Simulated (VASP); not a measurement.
Input:

```
LiCl
1.0
    0.00000     2.55098     2.55098
    2.55098     0.00000     2.55098
    2.55098     2.55098     0.00000
Li Cl
1 1
Direct
  0.00000   0.00000   0.00000
  0.50000   0.50000   0.50000
```

All values below come from optB88-vdW, VASP's PBE PAW potentials (set 64) (plane waves; VASP 6.6.1). Settings: 520 eV cut-off, 8×8×8 Γ-centred mesh, Gaussian smearing of 0.050 eV, potentials Li_sv Cl.

Q: Estimate the energy per atom (σ→0), band gap (on the k-mesh) with the smallest direct gap where there is one.

A: 
```json
{
  "band gap (on the k-mesh)": "6.51 eV",
  "smallest direct gap (on the k-mesh)": "6.51 eV",
  "energy per atom (σ→0)": "-2.514 eV/atom"
}
```

Only differences to runs with the same potentials and settings are physical.

The compound is LiCl in the rock salt structure. It was relaxed first. The start is the result of an earlier pass.
